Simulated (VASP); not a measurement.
Output of a VASP run:

**OSZICAR**
```
       N       E                     dE             d eps       ncg     rms          rms(c)
DAV:   1     0.419739332988E+03    0.41974E+03   -0.17683E+04  1440   0.169E+03
DAV:   2     0.264725499949E+02   -0.39327E+03   -0.38662E+03  1536   0.459E+02
DAV:   3    -0.241997484297E+02   -0.50672E+02   -0.50176E+02  1944   0.185E+02
DAV:   4    -0.255733161744E+02   -0.13736E+01   -0.13728E+01  1648   0.339E+01
DAV:   5    -0.256170097890E+02   -0.43694E-01   -0.43690E-01  1936   0.569E+00    0.121E+01
DAV:   6    -0.212959905496E+02    0.43210E+01   -0.30411E+01  2304   0.464E+01    0.461E+00
DAV:   7    -0.212447164963E+02    0.51274E-01   -0.25576E+00  1752   0.119E+01    0.253E+00
DAV:   8    -0.212608090359E+02   -0.16093E-01   -0.85475E-01  2192   0.724E+00    0.134E+00
DAV:   9    -0.212196804871E+02    0.41129E-01   -0.26460E-01  2248   0.457E+00    0.198E-01
DAV:  10    -0.212220860547E+02   -0.24056E-02   -0.19562E-02  1840   0.978E-01    0.105E-01
DAV:  11    -0.212220568706E+02    0.29184E-04   -0.28794E-03  2304   0.485E-01    0.318E-02
DAV:  12    -0.212220932468E+02   -0.36376E-04   -0.33184E-04  1608   0.142E-01    0.393E-02
DAV:  13    -0.212220688336E+02    0.24413E-04   -0.24412E-04  2496   0.153E-01    0.916E-03
DAV:  14    -0.212220677148E+02    0.11188E-05   -0.43342E-05  2208   0.727E-02    0.416E-03
DAV:  15    -0.212220671958E+02    0.51899E-06   -0.32805E-06  1280   0.190E-02
   1 F= -.21222067E+02 E0= -.21222067E+02  d E =-.408258E-06
```

**OUTCAR**
```
------------------------ aborting loop because EDIFF is reached ----------------------------------------
  FORCE on cell =-STRESS in cart. coord.  units (eV):
  Direction    XX          YY          ZZ          XY          YZ          ZX
  --------------------------------------------------------------------------------------
  Total        4.3339842      4.3339842      3.3218001      0.0000000      0.0000000      0.0000000
  in kB       92.7790287     92.7790287     71.1108691      0.0000000      0.0000000      0.0000000
  external PRESSURE =      85.5563088 kB  Pullay stress =       0.0000000 kB
  volume of cell :       74.84
      direct lattice vectors                 reciprocal lattice vectors
     3.900400000  0.000000000  0.000000000     0.256383961  0.000000000  0.000000000
     0.000000000  3.900400000  0.000000000     0.000000000  0.256383961  0.000000000
     0.000000000  0.000000000  4.919600000     0.000000000  0.000000000  0.203268558
 POSITION                                       TOTAL-FORCE (eV/Angst)
 -----------------------------------------------------------------------------------
      1.95020      0.00000      3.76349         0.000000      0.000000     -1.399306
      0.00000      1.95020      1.15611        -0.000000     -0.000000      1.399306
      1.95020      1.95020      0.00000         0.000000     -0.000000      0.000000
      0.00000      0.00000      0.00000         0.000000      0.000000      0.000000
 -----------------------------------------------------------------------------------
    total drift:                                0.000000      0.000000     -0.000000
  FREE ENERGIE OF THE ION-ELECTRON SYSTEM (eV)
  ---------------------------------------------------
  free  energy   TOTEN  =       -21.2220671958 eV

  energy  without entropy=      -21.2220667876  energy(sigma->0) =      -21.22206699
```
(Selected blocks of OUTCAR.)

### POSCAR
```
PbO
1
    3.9004000000     0.0000000000     0.0000000000
    0.0000000000     3.9004000000     0.0000000000
    0.0000000000     0.0000000000     4.9196000000
Pb O
2 2
Direct
  0.5000000000   0.0000000000   0.7650000000
  0.0000000000   0.5000000000   0.2350000000
  0.5000000000   0.5000000000   0.0000000000
  0.0000000000   0.0000000000   0.0000000000
```

Q: Reconstruct the remaining input files.

A: Several could match; the one computed here: the input of the run itself, PBE GGA, plane waves, VASP's PBE PAW potentials (set 64).

INCAR:
```
SYSTEM=PbO
PREC=Accurate; ENCUT=400; LREAL=F
LASPH=T
EDIFF=1E-6; NELM=100; ALGO=Normal
LMAXMIX=4
ISMEAR=-1; SIGMA=0.05
GGA=PE
ISIF=2
LWAVE=F; LCHARG=F
```

File KPOINTS:
```
Automatic mesh
0
Gamma
6 6 5
0 0 0
```

POTCAR, in this order: Pb_d O (PBE.64 set). Program: vasp_std.

At this cut-off the stress carries a Pulay error, which pulls relaxed volumes low.

The structure is a typed PbO crystal (P4/nmm). The cell was not relaxed at this level, and its volume differs by -5.9 % from the start's.
